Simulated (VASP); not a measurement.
```
CELL_PARAMETERS angstrom
      2.08978    -3.61961     0.00000
      2.08978     3.61961     0.00000
      0.00000     0.00000     7.15454
ATOMIC_POSITIONS crystal
  Mg 0.00000 0.00000 0.00000
  I  0.33333 0.66667 0.23284
  I  0.64872 0.31539 0.76716
```

Level of theory: r2SCAN meta-GGA, VASP's PBE PAW potentials (set 64) (plane waves; VASP). Run with 480 eV cut-off, 6×6×4 Γ-centred mesh, Gaussian smearing of 0.050 eV, potentials Mg I.

Task: Predict the energy per atom (σ→0), largest force.

Result: 
```yaml
energy per atom (σ→0): -18.977 eV/atom
largest_force: 0.114 eV/Å
```

The absolute energy has meaning only against runs of the same code, potentials and settings.

The compound is MgI2 in the 1T layered structure. This cell was strained or had an atom moved on purpose.
